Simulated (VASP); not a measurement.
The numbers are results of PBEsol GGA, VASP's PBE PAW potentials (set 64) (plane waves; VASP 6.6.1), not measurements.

A VASP calculation is set up with these files.

KPOINTS:
```
Regular mesh
0
G
6 6 6
0 0 0
```

### POSCAR
```
ZrPbO3
1
    4.1441566362     0.0000000000     0.0000000000
    0.0000000000     4.1441566362     0.0000000000
    0.0000000000     0.0000000000     4.1441566362
Zr Pb O
1 1 3
Direct
  0.0000000000   0.0000000000   0.0000000000
  0.5000000000   0.5000000000   0.5000000000
  0.5000000000   0.0000000000   0.0000000000
  0.0000000000   0.5000000000   0.0000000000
  0.0000000000   0.0000000000   0.5000000000
```

### INCAR
```
ALGO = Normal
EDIFF = 1E-7
ENCUT = 520
GGA = PS
ISIF = 2
ISMEAR = -5
LASPH = .TRUE.
LCHARG = .TRUE.
LEFG = .TRUE.
LMAXMIX = 4
LORBIT = 11
LREAL = .FALSE.
LWAVE = .FALSE.
NEDOS = 601
NELM = 100
PREC = Accurate
SYSTEM = ZrPbO3
```

POTCAR, in this order: Zr_sv Pb_d O (PBE.64 set). Program: vasp_std.

The resulting files:

### OSZICAR
```
       N       E                     dE             d eps       ncg     rms          rms(c)
DAV:   1     0.546339164162E+03    0.54634E+03   -0.23518E+04  1040   0.193E+03
DAV:   2     0.123288851913E+02   -0.53401E+03   -0.52082E+03  1162   0.520E+02
DAV:   3    -0.450770336693E+02   -0.57406E+02   -0.56354E+02  1270   0.178E+02
DAV:   4    -0.487551523148E+02   -0.36781E+01   -0.36701E+01  1812   0.405E+01
DAV:   5    -0.488109474468E+02   -0.55795E-01   -0.55761E-01  1338   0.435E+00    0.322E+01
DAV:   6    -0.413321579722E+02    0.74788E+01   -0.47235E+01  1362   0.450E+01    0.144E+01
DAV:   7    -0.411678343779E+02    0.16432E+00   -0.35305E+00  1332   0.115E+01    0.883E+00
DAV:   8    -0.410998864917E+02    0.67948E-01   -0.40960E-01  1578   0.609E+00    0.721E-01
DAV:   9    -0.410953051317E+02    0.45814E-02   -0.85926E-02  1544   0.209E+00    0.370E-01
DAV:  10    -0.410953272084E+02   -0.22077E-04   -0.11190E-02  1446   0.124E+00    0.182E-01
DAV:  11    -0.410953698177E+02   -0.42609E-04   -0.50535E-04  1538   0.256E-01    0.395E-02
DAV:  12    -0.410953634501E+02    0.63676E-05   -0.81857E-05  1566   0.737E-02    0.864E-03
DAV:  13    -0.410953640567E+02   -0.60660E-06   -0.10236E-05  1396   0.402E-02    0.653E-03
DAV:  14    -0.410953633839E+02    0.67279E-06   -0.16782E-06  1530   0.135E-02    0.981E-04
DAV:  15    -0.410953633096E+02    0.74264E-07   -0.82814E-08   806   0.271E-03
   1 F= -.41095363E+02 E0= -.41095363E+02  d E =0.000000E+00
```

**OUTCAR**
```
------------------------ aborting loop because EDIFF is reached ----------------------------------------
  FORCE on cell =-STRESS in cart. coord.  units (eV):
  Direction    XX          YY          ZZ          XY          YZ          ZX
  --------------------------------------------------------------------------------------
  Total       -0.0640091     -0.0640091     -0.0640091      0.0000000      0.0000000     -0.0000000
  in kB       -1.4409335     -1.4409335     -1.4409335      0.0000000      0.0000000     -0.0000000
  external PRESSURE =      -1.4409335 kB  Pullay stress =       0.0000000 kB
  volume of cell :       71.17
      direct lattice vectors                 reciprocal lattice vectors
     4.144156636  0.000000000  0.000000000     0.241303620  0.000000000  0.000000000
     0.000000000  4.144156636  0.000000000     0.000000000  0.241303620  0.000000000
     0.000000000  0.000000000  4.144156636     0.000000000  0.000000000  0.241303620
 POSITION                                       TOTAL-FORCE (eV/Angst)
 -----------------------------------------------------------------------------------
      0.00000      0.00000      0.00000         0.000000      0.000000      0.000000
      2.07208      2.07208      2.07208         0.000000      0.000000      0.000000
      2.07208      0.00000      0.00000         0.000000      0.000000      0.000000
      0.00000      2.07208      0.00000         0.000000      0.000000      0.000000
      0.00000      0.00000      2.07208         0.000000      0.000000      0.000000
 -----------------------------------------------------------------------------------
    total drift:                                0.000000      0.000000     -0.000000
  FREE ENERGIE OF THE ION-ELECTRON SYSTEM (eV)
  ---------------------------------------------------
  free  energy   TOTEN  =       -41.0953633096 eV

  energy  without entropy=      -41.0953633096  energy(sigma->0) =      -41.09536331

 total charge

# of ion       s       p       d       tot
------------------------------------------
    1        2.210   6.097   1.460   9.768
    2        1.509   0.326   9.846  11.681
    3        1.566   3.442   0.000   5.009
    4        1.566   3.442   0.000   5.009
    5        1.566   3.442   0.000   5.009
--------------------------------------------------
tot          8.418  16.750  11.306  36.474

 Electric field gradients after diagonalization (V/A^2)
 (convention: |V_zz| > |V_xx| > |V_yy|)
----------------------------------------------------------------------
 ion       V_xx      V_yy      V_zz     asymmetry (V_yy - V_xx)/ V_zz
----------------------------------------------------------------------
   1      -0.000    -0.000    -0.000      -0.053
   2      -0.000    -0.000     0.000       0.069
   3      18.861    18.861   -37.723       0.000
   4      18.861    18.861   -37.723       0.000
   5      18.861    18.861   -37.723       0.000
```
(Selected blocks of OUTCAR.)

The structure comes from a computed database's ZrPbO3 entry (Pm-3m); how it stands against other phases isn't given here. It was relaxed first.
